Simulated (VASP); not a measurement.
These are PBEsol GGA, VASP's PBE PAW potentials (set 64) (plane waves; VASP) values and carry that method's errors. For the first row: Run with 520 eV cut-off, 6×6×6 Γ-centred mesh, Gaussian smearing of 0.050 eV, potentials Mg Ge_d.

```csv
system,energy (eV/atom)
Mg$_{2}$Ge (antifluorite),-3.0733
Mg atom,-0.0020
Ge atom,-0.7781
```

Atoms are spin-polarised in a large box without symmetry, with the spin fixed by Hund's rule, and may not be in the lowest state of each functional; no zero-point energy is added.

**Question.** What is the cohesive energy per atom of Mg$_{2}$Ge?

**Answer.** The references average (2×(-0.0020) + 1×(-0.7781))/3 = -0.2607 eV, so the cohesive energy is -0.2607 − (-3.0733) = 2.813 eV/atom.
